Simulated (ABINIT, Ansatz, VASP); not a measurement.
**One structure in several programs: SrGe₂Ir₂ (I4/mmm, 5 atoms in the cell)**

Self-consistent single point, at a second geometry (lattice scaled by 0.98). First geometry:

```xyz
5
Lattice="-2.1021 2.1021 5.4008 2.1021 -2.1021 5.4008 2.1021 2.1021 -5.4008" Properties=species:S:1:pos:R:3 pbc="T T T"
Sr     0.0000     0.0000     0.0000
Ge     0.0000     0.0000     3.9826
Ge     0.0000     0.0000     6.8189
Ir     2.1021     0.0000     2.7004
Ir     0.0000     2.1021     2.7004
```

Shared settings, as Ansatz (a first-principles code) writes them: kpoints.mp_grid.grid = 7 7 7; scf.occupations.method = gaussian; scf.occupations.width = 0.136 eV. Potentials and cutoffs stand in the table.

| code | model | ΔF from the first geometry (meV/atom) | pressure (GPa) | largest force (eV/Å) | cutoff |
|---|---|---|---|---|---|
| Ansatz | PBEsol, PAW files made with PBE | 14.6 | 7.08 | 1.001 | 420 eV |
| VASP | PBEsol, VASP's PBE PAW potentials (set 64) | 17.6 | 6.57 | 1.035 | 300 eV |
| ABINIT | PBEsol, norm-conserving pseudopotentials (PseudoDojo nc-sr-04 PBEsol standard) | 14.8 | 7.13 | 1.019 | 39 Ha |

For VASP (by 1.0 GPa) the energy change implies a higher mean pressure, against the two pressures, than for the other programs: a sign of finite-basis (Pulay) stress.

On Ansatz's run: spin-orbit coupling is off. Spin polarisation is off.

The spread over the programs that give each value: ΔF from the first geometry within 3.0 meV/atom; pressure within 0.56 GPa; largest force within 0.034 eV/Å.

Ansatz's pressure is given at a fixed set of plane waves, as the other plane-wave codes print theirs; with its correction for the finite basis it is 7.14 GPa.

VASP's run is marked for a possible Pulay error in its stress at this cutoff; no cutoff test was made.

The starting cell comes from a database of computed structures (which also holds hypothetical and non-ambient phases and stackings), without a prior relaxation at this level. For this run, on top of that: lattice scaled by 0.98.

Left out of this page: Quantum ESPRESSO, GPAW, CP2K, Elk and FLEUR (not drawn, or without a comparable value); SIESTA (unsound by tests on forces, stress, charge or solver warnings).

Keys are those of Ansatz 0.2.
